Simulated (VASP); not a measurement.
The input files of a VASP run:

**KPOINTS**
```
Automatic mesh
0
Gamma
4 4 4
0 0 0
```

**POSCAR**
```
BN
1
    0.0000000000     3.4156327500     3.4156327500
    3.4156327500     0.0000000000     3.4156327500
    3.4156327500     3.4156327500     0.0000000000
B N
1 1
Direct
  0.0000000000   0.0000000000   0.0000000000
  0.2500000000   0.2500000000   0.2500000000
```

INCAR:
```
SYSTEM = BN
PREC = Accurate
ENCUT = 520
EDIFF = 1E-6
NELM = 100
ALGO = Normal
LREAL = .FALSE.
LASPH = .TRUE.
ISMEAR = 0
SIGMA = 0.05
GGA = PE
LWAVE = .FALSE.
LCHARG = .FALSE.
ISIF = 2
```

POTCAR, in this order: B N (PBE.64 set). Program: vasp_std.

### Question
Does this input run properly? What does VASP do?

### Answer
There is a fault: the lattice was typed in bohr, and VASP reads ångström. The run ends without an error. Against the sound run, the energy per atom (σ→0) rises by 6.696 eV/atom; the pressure drops by 11.62 GPa; the band gap falls by 4.61 eV; the volume increases by 570 %.

### standard output
```
 POSCAR found type information on POSCAR B N
 POSCAR found :  2 types and       2 ions
 Reading from existing POTCAR
 Reading from existing POTCAR
 LDA part: xc-table for (Slater+PW92), standard interpolation
 POSCAR, INCAR and KPOINTS ok, starting setup
 WAVECAR not read
 entering main loop
       N       E                     dE             d eps       ncg     rms          rms(c)
DAV:   1     0.224373745599E+02    0.22437E+02   -0.29497E+03   128   0.751E+02
DAV:   2    -0.381419037053E+01   -0.26252E+02   -0.26182E+02   248   0.973E+01
DAV:   3    -0.496711917674E+01   -0.11529E+01   -0.11465E+01   128   0.272E+01
DAV:   4    -0.498225123132E+01   -0.15132E-01   -0.14804E-01   136   0.316E+00
DAV:   5    -0.498248722458E+01   -0.23599E-03   -0.23592E-03   136   0.341E-01    0.500E+00
DAV:   6    -0.490506182152E+01    0.77425E-01   -0.24158E+01   160   0.144E+01    0.759E+00
DAV:   7    -0.410055381017E+01    0.80451E+00   -0.12682E+01   152   0.103E+01    0.120E+00
DAV:   8    -0.411667718430E+01   -0.16123E-01   -0.18500E+00   136   0.517E+00    0.147E+00
DAV:   9    -0.406044684460E+01    0.56230E-01   -0.60197E-01   160   0.204E+00    0.232E-01
DAV:  10    -0.406286249213E+01   -0.24156E-02   -0.35591E-02   144   0.680E-01    0.240E-01
DAV:  11    -0.406147791671E+01    0.13846E-02   -0.96222E-03   136   0.281E-01    0.374E-02
DAV:  12    -0.406147743610E+01    0.48060E-06   -0.44369E-04   144   0.104E-01    0.132E-02
DAV:  13    -0.406147802075E+01   -0.58465E-06   -0.19602E-05   136   0.277E-02    0.408E-03
DAV:  14    -0.406147868338E+01   -0.66263E-06   -0.12201E-06    80   0.779E-03
   1 F= -.40614787E+01 E0= -.40573333E+01  d E =-.829085E-02
```

OUTCAR:
```
------------------------ aborting loop because EDIFF is reached ----------------------------------------
  FORCE on cell =-STRESS in cart. coord.  units (eV):
  Direction    XX          YY          ZZ          XY          YZ          ZX
  --------------------------------------------------------------------------------------
  Total       -4.1385791     -4.1385791     -4.1385791      0.0000000      0.0000000      0.0000000
  in kB      -83.1990448    -83.1990448    -83.1990448      0.0000000      0.0000000      0.0000000
  external PRESSURE =     -83.1990448 kB  Pullay stress =       0.0000000 kB
  volume of cell :       79.70
      direct lattice vectors                 reciprocal lattice vectors
     0.000000000  3.415632750  3.415632750    -0.146385761  0.146385761  0.146385761
     3.415632750  0.000000000  3.415632750     0.146385761 -0.146385761  0.146385761
     3.415632750  3.415632750  0.000000000     0.146385761  0.146385761 -0.146385761
  FREE ENERGIE OF THE ION-ELECTRON SYSTEM (eV)
  ---------------------------------------------------
  free  energy   TOTEN  =        -4.0614786834 eV

  energy  without entropy=       -4.0531878332  energy(sigma->0) =       -4.05733326
```
(Selected blocks of OUTCAR.)

To mend it, correct POSCAR, correct KPOINTS.
POSCAR:
```
BN
1
    0.0000000000     1.8075000000     1.8075000000
    1.8075000000     0.0000000000     1.8075000000
    1.8075000000     1.8075000000     0.0000000000
B N
1 1
Direct
  0.0000000000   0.0000000000   0.0000000000
  0.2500000000   0.2500000000   0.2500000000
```
File KPOINTS:
```
Automatic mesh
0
Gamma
9 9 9
0 0 0
```
The mended run (PBE GGA, plane waves, VASP's PBE PAW potentials (set 64)) converges, and its OSZICAR ends with
```
   1 F= -.17449758E+02 E0= -.17449758E+02  d E =-.147828E-12
```

The compound is BN in the zinc blende structure. The cell was not relaxed at this level.
